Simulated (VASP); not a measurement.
Given:

```
BaTe
1.0
    0.00000     3.45615     3.45615
    3.45615     0.00000     3.45615
    3.45615     3.45615     0.00000
Ba Te
1 1
Direct
  0.00000   0.00000   0.00000
  0.50000   0.50000   0.50000
```

All values below come from MS2 meta-GGA, VASP's PBE PAW potentials (set 64) (plane waves; VASP). Numerical set-up: 520 eV cut-off, 7×7×7 Γ-centred mesh, Gaussian smearing of 0.050 eV, potentials Ba_sv Te.

Task: What does the run give for the energy per atom (σ→0), pressure?

Result: 
The energy per atom (σ→0) comes out as 67.2 kJ/mol of atoms. The pressure is 2.11 GPa.

Only differences to runs with the same potentials and settings are physical.

The compound is BaTe in the rock salt structure. This cell is one point of a volume scan, at 0.94 of the reference volume.
